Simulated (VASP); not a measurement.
```yaml
crystal:
  lattice:
    - [-2.14464, 3.75470, 3.84345]
    - [2.14464, -3.75470, 3.84345]
    - [2.14464, 3.75470, -3.84345]
  atoms:
    - { symbol: Eu, position: [0.74566, 0.74566, 0.00000] }
    - { symbol: Eu, position: [0.25434, 0.25434, 0.00000] }
    - { symbol: Zn, position: [0.33139, 0.00000, 0.33139] }
    - { symbol: Zn, position: [0.66861, 0.00000, 0.66861] }
    - { symbol: Ge, position: [0.83390, 0.50000, 0.33390] }
    - { symbol: Ge, position: [0.16610, 0.50000, 0.66610] }
```

Method: PBEsol GGA, VASP's PBE PAW potentials (set 64) (plane waves; VASP). Run with 400 eV cut-off, Gaussian smearing of 0.050 eV, potentials Eu_2 Zn Ge_d.

The 4f electrons are frozen in the core of the lanthanide potential, so 4f levels, which can set the real gap, and their magnetism are missing.

Q: Give the energies of bands 28 to 39 at the high-symmetry points, in eV from the Fermi level.

A: 
```tsv
band	Γ	X	F2	Y0	R	W	S	T
28	-6.91	-6.92	-6.49	-6.99	-6.38	-6.84	-7.23	-6.99
29	-4.76	-5.67	-5.37	-5.49	-5.77	-5.48	-3.77	-5.48
30	-2.34	-4.18	-3.92	-4.12	-4.41	-5.10	-3.58	-4.73
31	-1.76	-1.41	-3.77	-1.41	-3.22	-2.62	-1.60	-2.74
32	-1.17	-0.62	-2.65	-0.67	-2.23	-1.24	-1.58	-1.58
33	-1.09	0.17	-1.80	-0.17	-1.37	-1.10	-1.56	-1.38
34	-1.09	0.36	-0.35	0.06	-0.22	-0.62	-1.05	-0.91
35	0.23	0.49	1.27	0.16	0.22	0.14	0.52	-0.52
36	0.62	0.89	1.75	1.33	0.45	0.48	0.95	0.93
37	1.29	1.28	1.79	1.66	3.07	1.13	2.60	2.26
38	2.57	1.70	2.70	2.11	3.14	1.95	2.77	4.09
39	3.84	2.57	2.97	2.29	3.37	4.71	2.90	4.42
```

It has no gap at this level: it comes out as a metal or semimetal.

The structure comes from a computed database's EuZnGe entry (Immm); how it stands against other phases isn't given here. It was relaxed first, which changed the volume by -13 %.
